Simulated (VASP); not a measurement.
These are PBE GGA, VASP's PBE PAW potentials (set 64) (plane waves; VASP 6.6.1) values and carry that method's errors.

The input files of a VASP run:

### INCAR
```
SYSTEM=CrI3
PREC=Accurate; ENCUT=400; LREAL=.FALSE.
LASPH=.TRUE.
EDIFF=1E-6; NELM=100; ALGO=Normal
LMAXMIX=4
ISMEAR=0; SIGMA=0.05
GGA=PE
MAGMOM=2*3.0 6*-0.1
ISPIN=2
LWAVE=.FALSE.; LCHARG=.TRUE.; LORBIT=10
```

KPOINTS:
```
Automatic mesh
0
Gamma
4 4 4
0 0 0
```

### POSCAR
```
CrI3
7.1675860
  0.4886476284   0.2821209292   1.0000000120
 -0.4886476596   0.2821208750   1.0000000120
  0.0000000313  -0.5642416299   1.0000000035
Cr I
2 6
direct
  0.3334624270   0.3334624270   0.3334624270
  0.6665375730   0.6665375730   0.6665375730
  0.0722390157   0.7126792185   0.4326273327
  0.4326273327   0.0722390157   0.7126792184
  0.7126792185   0.4326273328   0.0722390156
  0.9277609843   0.2873207815   0.5673726673
  0.5673726673   0.9277609843   0.2873207816
  0.2873207815   0.5673726672   0.9277609844
```

POTCAR, in this order: Cr_pv I (PBE.64 set). Program: vasp_std.

Output

File OUTCAR:
```
 ion  position               nearest neighbor table
   1  0.333  0.333  0.333-   4 2.74   3 2.74   5 2.74   8 2.74   7 2.74   6 2.74
   2  0.667  0.667  0.667-   7 2.74   6 2.74   8 2.74   5 2.74   4 2.74   3 2.74
   3  0.072  0.713  0.433-   1 2.74   2 2.74
   4  0.433  0.072  0.713-   1 2.74   2 2.74
   5  0.713  0.433  0.072-   1 2.74   2 2.74
   6  0.928  0.287  0.567-   2 2.74   1 2.74
   7  0.567  0.928  0.287-   2 2.74   1 2.74
   8  0.287  0.567  0.928-   2 2.74   1 2.74
  LATTYP: Found a trigonal (rhomboedric) cell.
 ALAT       =     8.2298394349
 COS(alpha) =     0.6377697430
 Subroutine PRICEL returns:
 Original cell was already a primitive cell.
 Subroutine GETGRP returns: Found  6 space group operations
The static configuration has the point symmetry S_6 .
The dynamic configuration has the point symmetry S_6 .
The overall configuration has the point symmetry S_6 .
 Subroutine INISYM returns: Found  6 space group operations
 Subroutine IBZKPT returns following result:
 Found     14 irreducible k-points:

 Following reciprocal coordinates:
            Coordinates               Weight
  0.000000  0.000000  0.000000      1.000000
...
```

### OSZICAR
```
       N       E                     dE             d eps       ncg     rms          rms(c)
DAV:   1     0.434569499049E+03    0.43457E+03   -0.26472E+04  2784   0.109E+03
DAV:   2     0.558763924197E+01   -0.42898E+03   -0.41370E+03  2864   0.265E+02
DAV:   3    -0.327476614640E+02   -0.38335E+02   -0.37929E+02  2822   0.772E+01
DAV:   4    -0.339232350685E+02   -0.11756E+01   -0.11740E+01  3056   0.140E+01
DAV:   5    -0.339481890286E+02   -0.24954E-01   -0.24951E-01  3100   0.204E+00    0.165E+01
DAV:   6    -0.354683852856E+02   -0.15202E+01   -0.34581E+01  2778   0.435E+01    0.246E+01
DAV:   7    -0.315387454417E+02    0.39296E+01   -0.16144E+01  2730   0.446E+01    0.904E+00
DAV:   8    -0.317112516177E+02   -0.17251E+00   -0.26439E+00  2442   0.682E+00    0.382E+00
DAV:   9    -0.316815606311E+02    0.29691E-01   -0.36828E-01  2834   0.506E+00    0.216E+00
DAV:  10    -0.316771858089E+02    0.43748E-02   -0.88997E-02  2478   0.235E+00    0.111E+00
DAV:  11    -0.316786592534E+02   -0.14734E-02   -0.10241E-02  2774   0.688E-01    0.621E-01
DAV:  12    -0.316794388137E+02   -0.77956E-03   -0.12471E-03  2670   0.199E-01    0.457E-01
DAV:  13    -0.316795685455E+02   -0.12973E-03   -0.19367E-04  2624   0.861E-02    0.299E-01
DAV:  14    -0.316796132580E+02   -0.44713E-04   -0.19310E-04  2420   0.632E-02    0.110E-01
DAV:  15    -0.316795711388E+02    0.42119E-04   -0.12632E-04  2782   0.986E-02    0.441E-02
DAV:  16    -0.316795730781E+02   -0.19393E-05   -0.26934E-05  2470   0.208E-02    0.180E-02
DAV:  17    -0.316795747785E+02   -0.17004E-05   -0.46343E-06  2502   0.140E-02    0.453E-03
DAV:  18    -0.316795758996E+02   -0.11211E-05   -0.17556E-06  1608   0.584E-03    0.728E-03
DAV:  19    -0.316795760886E+02   -0.18902E-06   -0.17111E-07  1306   0.211E-03
   1 F= -.31679576E+02 E0= -.31679576E+02  d E =-.648550E-22  mag=     6.0000
```

### OUTCAR
```
------------------------ aborting loop because EDIFF is reached ----------------------------------------
  FORCE on cell =-STRESS in cart. coord.  units (eV):
  Direction    XX          YY          ZZ          XY          YZ          ZX
  --------------------------------------------------------------------------------------
  Total       -0.0813990     -0.0813990      0.1544297     -0.0000001      0.0000000      0.0000000
  in kB       -0.4281822     -0.4281822      0.8123451     -0.0000003      0.0000000      0.0000000
  external PRESSURE =      -0.0146731 kB  Pullay stress =       0.0000000 kB
  volume of cell :      304.58
      direct lattice vectors                 reciprocal lattice vectors
     3.502423900  2.022126023  7.167586086     0.142758267  0.082421536  0.046505657
    -3.502424124  2.022125634  7.167586086    -0.142758277  0.082421520  0.046505657
     0.000000224 -4.044250407  7.167586025     0.000000009 -0.164843057  0.046505671
 POSITION                                       TOTAL-FORCE (eV/Angst)
 -----------------------------------------------------------------------------------
      0.00000      0.00000      7.17036        -0.000000     -0.000000     -0.005105
     -0.00000      0.00000     14.33240         0.000000      0.000000      0.005105
     -2.24309     -0.16245      8.72686        -0.008788      0.007661      0.006978
      1.26223     -1.86135      8.72686        -0.002241     -0.011442      0.006978
      0.98086      2.02380      8.72686         0.011029      0.003780      0.006978
      2.24309      0.16245     12.77590         0.008788     -0.007661     -0.006978
     -1.26223      1.86135     12.77590         0.002241      0.011442     -0.006978
     -0.98086     -2.02380     12.77590        -0.011029     -0.003780     -0.006978
 -----------------------------------------------------------------------------------
    total drift:                                0.000000      0.000000     -0.000000
  FREE ENERGIE OF THE ION-ELECTRON SYSTEM (eV)
  ---------------------------------------------------
  free  energy   TOTEN  =       -31.6795760886 eV

  energy  without entropy=      -31.6795760886  energy(sigma->0) =      -31.67957609

 total charge

# of ion       s       p       d       tot
------------------------------------------
    1        0.245   6.212   4.036  10.493
    2        0.245   6.212   4.036  10.493
    3        1.513   2.766   0.022   4.300
    4        1.513   2.766   0.022   4.300
    5        1.513   2.766   0.022   4.300
    6        1.513   2.766   0.022   4.300
    7        1.513   2.766   0.022   4.300
    8        1.513   2.766   0.022   4.300
--------------------------------------------------
tot          9.566  29.017   8.202  46.786

 magnetization (x)

# of ion       s       p       d       tot
------------------------------------------
    1        0.036   0.033   2.940   3.009
    2        0.036   0.033   2.940   3.009
    3       -0.001  -0.071   0.005  -0.067
    4       -0.001  -0.071   0.005  -0.067
    5       -0.001  -0.071   0.005  -0.067
    6       -0.001  -0.071   0.005  -0.067
    7       -0.001  -0.071   0.005  -0.067
    8       -0.001  -0.071   0.005  -0.067
--------------------------------------------------
tot          0.063  -0.357   5.908   5.614
```
(Selected blocks of OUTCAR.)

The structure was generated: CrI3 was put into the BiI3 type (R-3), which need not be its known phase. It was relaxed first, which changed the volume by +35 %.
